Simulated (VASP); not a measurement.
OSZICAR of a VASP run on SnSe2:

OSZICAR:
```
       N       E                     dE             d eps       ncg     rms          rms(c)
DAV:   1     0.169271799609E+03    0.16927E+03   -0.10311E+04   774   0.105E+03
DAV:   2     0.492016643467E+01   -0.16435E+03   -0.16151E+03   841   0.246E+02
DAV:   3    -0.116721397925E+02   -0.16592E+02   -0.16567E+02   828   0.947E+01
DAV:   4    -0.120487994693E+02   -0.37666E+00   -0.37648E+00   872   0.171E+01
DAV:   5    -0.120590244947E+02   -0.10225E-01   -0.10225E-01  1025   0.262E+00    0.516E+00
DAV:   6    -0.117777298597E+02    0.28129E+00   -0.64153E-01   982   0.912E+00    0.337E+00
DAV:   7    -0.117556869757E+02    0.22043E-01   -0.26326E-01   900   0.379E+00    0.579E-01
DAV:   8    -0.117515117623E+02    0.41752E-02   -0.30418E-02   906   0.203E+00    0.274E-01
DAV:   9    -0.117519496185E+02   -0.43786E-03   -0.24040E-03   786   0.347E-01    0.546E-02
DAV:  10    -0.117519762583E+02   -0.26640E-04   -0.16627E-04  1068   0.147E-01    0.291E-02
DAV:  11    -0.117520434968E+02   -0.67238E-04   -0.76290E-05   755   0.532E-02    0.752E-03
DAV:  12    -0.117520649230E+02   -0.21426E-04   -0.44934E-06   673   0.151E-02    0.684E-03
DAV:  13    -0.117521280325E+02   -0.63110E-04   -0.14976E-05   620   0.150E-02    0.427E-03
DAV:  14    -0.117521529959E+02   -0.24963E-04   -0.34737E-06   702   0.752E-03    0.271E-03
DAV:  15    -0.117521622592E+02   -0.92633E-05   -0.15708E-06   730   0.737E-03
   1 F= -.12518449E+02 E0= -.12518449E+02  d E =-.125184E+02
       N       E                     dE             d eps       ncg     rms          rms(c)
DAV:   1    -0.119120804343E+02   -0.15993E+00   -0.50914E+00   710   0.159E+01    0.147E+00
DAV:   2    -0.118596070034E+02    0.52473E-01   -0.32847E-01   850   0.469E+00    0.901E-01
DAV:   3    -0.118363765336E+02    0.23230E-01   -0.36948E-02   914   0.149E+00    0.320E-01
DAV:   4    -0.118324999585E+02    0.38766E-02   -0.63529E-03   913   0.795E-01    0.110E-01
DAV:   5    -0.118317658849E+02    0.73407E-03   -0.98698E-04   907   0.240E-01    0.420E-02
DAV:   6    -0.118314812227E+02    0.28466E-03   -0.31929E-04   896   0.130E-01    0.231E-02
DAV:   7    -0.118314927436E+02   -0.11521E-04   -0.49763E-05   827   0.412E-02    0.150E-02
DAV:   8    -0.118316287767E+02   -0.13603E-03   -0.15527E-04   682   0.517E-02    0.610E-03
DAV:   9    -0.118317145781E+02   -0.85801E-04   -0.63805E-06   685   0.202E-02    0.472E-03
DAV:  10    -0.118317892714E+02   -0.74693E-04   -0.59027E-06   654   0.107E-02    0.188E-03
DAV:  11    -0.118318148116E+02   -0.25540E-04   -0.35990E-06   728   0.105E-02    0.121E-03
DAV:  12    -0.118318283903E+02   -0.13579E-04   -0.42763E-07   704   0.404E-03    0.722E-04
DAV:  13    -0.118318422083E+02   -0.13818E-04   -0.10573E-06   677   0.357E-03    0.473E-04
DAV:  14    -0.118318527037E+02   -0.10495E-04   -0.30699E-07   554   0.228E-03    0.329E-04
DAV:  15    -0.118318613907E+02   -0.86871E-05   -0.58062E-07   649   0.215E-03
   2 F= -.12601680E+02 E0= -.12601680E+02  d E =-.832311E-01
       N       E                     dE             d eps       ncg     rms          rms(c)
DAV:   1    -0.118462608573E+02   -0.14408E-01   -0.60351E-01   677   0.550E+00    0.508E-01
DAV:   2    -0.118405642094E+02    0.56966E-02   -0.39082E-02   855   0.172E+00    0.304E-01
DAV:   3    -0.118377530624E+02    0.28111E-02   -0.40901E-03   936   0.655E-01    0.103E-01
DAV:   4    -0.118373079991E+02    0.44506E-03   -0.72675E-04   903   0.286E-01    0.341E-02
DAV:   5    -0.118372450129E+02    0.62986E-04   -0.13169E-04   896   0.913E-02    0.128E-02
DAV:   6    -0.118372432664E+02    0.17465E-05   -0.30255E-05   714   0.376E-02
   3 F= -.12608057E+02 E0= -.12608057E+02  d E =-.896077E-01
       N       E                     dE             d eps       ncg     rms          rms(c)
DAV:   1    -0.118372871518E+02   -0.42139E-04   -0.44478E-03   703   0.472E-01    0.434E-02
DAV:   2    -0.118372516228E+02    0.35529E-04   -0.28399E-04   861   0.169E-01    0.255E-02
DAV:   3    -0.118372441488E+02    0.74740E-05   -0.32236E-05   658   0.675E-02    0.854E-03
DAV:   4    -0.118372590297E+02   -0.14881E-04   -0.94183E-06   615   0.274E-02    0.324E-03
DAV:   5    -0.118372813504E+02   -0.22321E-04   -0.36941E-06   611   0.179E-02    0.182E-03
DAV:   6    -0.118373111902E+02   -0.29840E-04   -0.40552E-06   618   0.915E-03    0.156E-03
DAV:   7    -0.118373215924E+02   -0.10402E-04   -0.70826E-07   655   0.482E-03    0.694E-04
DAV:   8    -0.118373271523E+02   -0.55598E-05   -0.72249E-07   642   0.353E-03
   4 F= -.12608221E+02 E0= -.12608221E+02  d E =-.897722E-01
       N       E                     dE             d eps       ncg     rms          rms(c)
DAV:   1    -0.118453734035E+02   -0.80518E-02   -0.20945E-01   646   0.306E+00    0.327E-01
DAV:   2    -0.118435535909E+02    0.18198E-02   -0.12023E-02   749   0.114E+00    0.178E-01
DAV:   3    -0.118424729458E+02    0.10806E-02   -0.15016E-03   945   0.414E-01    0.926E-02
DAV:   4    -0.118421956826E+02    0.27726E-03   -0.54101E-04   999   0.281E-01    0.175E-02
DAV:   5    -0.118422310399E+02   -0.35357E-04   -0.99703E-05   737   0.870E-02    0.115E-02
DAV:   6    -0.118422947924E+02   -0.63753E-04   -0.12896E-05   597   0.275E-02    0.384E-03
DAV:   7    -0.118423478337E+02   -0.53041E-04   -0.65451E-06   690   0.166E-02    0.338E-03
DAV:   8    -0.118424169543E+02   -0.69121E-04   -0.15889E-05   661   0.156E-02    0.121E-03
DAV:   9    -0.118424348578E+02   -0.17903E-04   -0.22048E-06   728   0.679E-03    0.103E-03
DAV:  10    -0.118424443832E+02   -0.95254E-05   -0.11384E-06   666   0.429E-03
   5 F= -.12610301E+02 E0= -.12610301E+02  d E =-.208001E-02
       N       E                     dE             d eps       ncg     rms          rms(c)
DAV:   1    -0.118807770101E+02   -0.38342E-01   -0.18932E+00   646   0.920E+00    0.982E-01
DAV:   2    -0.118648767958E+02    0.15900E-01   -0.10984E-01   747   0.302E+00    0.538E-01
DAV:   3    -0.118555411303E+02    0.93357E-02   -0.13895E-02   846   0.916E-01    0.277E-01
DAV:   4    -0.118534005686E+02    0.21406E-02   -0.44589E-03   877   0.744E-01    0.587E-02
DAV:   5    -0.118535665053E+02   -0.16594E-03   -0.71029E-04   773   0.235E-01    0.380E-02
DAV:   6    -0.118538446155E+02   -0.27811E-03   -0.11453E-04   735   0.911E-02    0.118E-02
DAV:   7    -0.118540604359E+02   -0.21582E-03   -0.48293E-05   668   0.407E-02    0.107E-02
DAV:   8    -0.118542841172E+02   -0.22368E-03   -0.72611E-05   678   0.360E-02    0.380E-03
DAV:   9    -0.118543859394E+02   -0.10182E-03   -0.30764E-05   693   0.254E-02    0.316E-03
DAV:  10    -0.118544180875E+02   -0.32148E-04   -0.84534E-06   709   0.114E-02    0.166E-03
DAV:  11    -0.118544237933E+02   -0.57058E-05   -0.12116E-06   719   0.608E-03
   6 F= -.12613195E+02 E0= -.12613195E+02  d E =-.497412E-02
       N       E                     dE             d eps       ncg     rms          rms(c)
DAV:   1    -0.118553974317E+02   -0.97934E-03   -0.13489E-02   738   0.775E-01    0.822E-02
DAV:   2    -0.118552843557E+02    0.11308E-03   -0.75692E-04   738   0.317E-01    0.452E-02
DAV:   3    -0.118552165715E+02    0.67784E-04   -0.94362E-05   830   0.111E-01    0.231E-02
DAV:   4    -0.118551915542E+02    0.25017E-04   -0.36336E-05   865   0.673E-02    0.416E-03
DAV:   5    -0.118551914335E+02    0.12078E-06   -0.72502E-06   503   0.271E-02
   7 F= -.12613200E+02 E0= -.12613200E+02  d E =-.497847E-02
       N       E                     dE             d eps       ncg     rms          rms(c)
DAV:   1    -0.118555881461E+02   -0.39659E-03   -0.28889E-03   647   0.360E-01    0.383E-02
DAV:   2    -0.118555584256E+02    0.29721E-04   -0.16651E-04   700   0.152E-01    0.208E-02
DAV:   3    -0.118555411755E+02    0.17250E-04   -0.20001E-05   684   0.501E-02    0.110E-02
DAV:   4    -0.118555384333E+02    0.27421E-05   -0.88875E-06   465   0.315E-02
   8 F= -.12613192E+02 E0= -.12613192E+02  d E =-.497037E-02
```

**Question.** Which electronic solver shows in the log?

**Answer.** It is blocked Davidson (ALGO = Normal, or the opening steps of other solvers). The INCAR had ALGO = Normal.

**Question.** Can the final energy be trusted as converged?

**Answer.** The calculation finished and met its thresholds. It stopped with EDIFF = 1E-5, NELM = 100, NSW = 50 and EDIFFG = -0.03 after 8 ionic steps (PBE GGA with D3 dispersion (Becke-Johnson damping), plane waves, VASP's PBE PAW potentials (set 64)).

The cell is a sheet with vacuum, built from SnSe2 (1T layered).
